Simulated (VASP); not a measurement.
Input of a VASP 6.6.1 run:

File INCAR:

```
  ALGO = Fast
  EDIFF = 1E-6
  ENCUT = 520
  GGA = PS
  ISIF = 2
  ISMEAR = -1
  LASPH = True
  LCHARG = False
  LREAL = Auto
  LWAVE = False
  NBANDS = 68
  NELECT = 102.0
  NELM = 100
  PREC = Accurate
  SIGMA = 0.05
```

Contents of KPOINTS:

```
k-points
0
Gamma
  2 2 2
```

File POSCAR:

```
Li3Be4B4O12
1.0
   -6.8963870000     -4.0992610000      0.0000000000
    2.3556130000     -4.0992610000      0.0000000000
    1.8203680000      1.4917380000      5.4037220000
Li Be B O
3 4 4 12
Direct
    0.0781576793      0.8304990021      0.2320252596
    0.5820152675      0.2937817751      0.2840449601
    0.4210402506      0.6191749530      0.7312367291
    0.9480300800      0.3286600198      0.3164670573
    0.0265467899      0.7079904425      0.6443891821
    0.4422002022      0.8196489958      0.3437260466
    0.5627513007      0.1590924597      0.6809010530
    0.2652551766      0.3139400227      0.2970175002
    0.7422205595      0.6726448478      0.7240564929
    0.7576989893      0.8092460885      0.2151294978
    0.2253260117      0.1947158237      0.7141744153
    0.1113551353      0.1895937077      0.2634295399
    0.9055476339      0.8196572086      0.7830898777
    0.2948858668      0.5951306209      0.3162819997
    0.6869938432      0.3902791134      0.6585090795
    0.1004492626      0.4023007077      0.6660039136
    0.9265937810      0.6633617758      0.3115445243
    0.6183061743      0.7094019551      0.2528072318
    0.4063281236      0.2859115559      0.7824236702
    0.7723643976      0.1137245839      0.2021199462
    0.2006759266      0.8968973130      0.7195225809
    0.5759039876      0.8320386733      0.7055692354
    0.4113828970      0.1267513834      0.3439296100
```

Potentials or basis: VASP PAW PBE potentials, release 64 (Li_sv, Be, B, O).

Launch:

```bash
$ cat potpaw_PBE.64/Li_sv/POTCAR potpaw_PBE.64/Be/POTCAR potpaw_PBE.64/B/POTCAR potpaw_PBE.64/O/POTCAR > POTCAR
$ mpirun -np 1 vasp_std > vasp.out
```

Q: Estimate the largest force.

A: 4.299 eV/Å.

Q: What does it give for the band gap on the k mesh?

A: 4.42 eV, direct.

Forces on the atoms (eV/Å):
```
Li  -1.283 -0.322 -0.849
Li  -0.868 -1.390 -0.403
Li   2.303 -0.424  0.021
Be  -0.417  1.050  0.214
Be  -0.562 -0.811  0.694
Be  -2.420  1.080  0.175
Be   1.651  0.121  0.679
B   -1.211 -0.090  0.549
B    0.938  0.099 -0.654
B    1.204 -3.308  2.468
B   -2.007  1.098  1.138
O    1.807  0.064 -0.800
O    0.970  2.874 -0.647
O    0.205 -0.910 -0.565
O   -1.015 -1.321  0.987
O    0.440  2.190 -0.736
O    1.482  1.453 -0.900
O    1.824  1.911 -0.563
O   -0.983  1.646  0.029
O   -0.972  0.809  0.329
O    0.845 -2.542 -0.296
O   -2.580 -2.482 -0.381
O    0.649 -0.797 -0.491
```

Caveat: the k mesh is coarse (spacing up to 0.67 Å⁻¹), so the values aren't converged; the cell carries a net charge on a neutralising background, which shifts energy and pressure; the cell is charged against a uniform background, so pressure and absolute levels hang on convention; the PAW data sets were made with another functional, which shifts forces and pressure a little. PBEsol gaps usually lie below the measured ones, often by a third to a half.
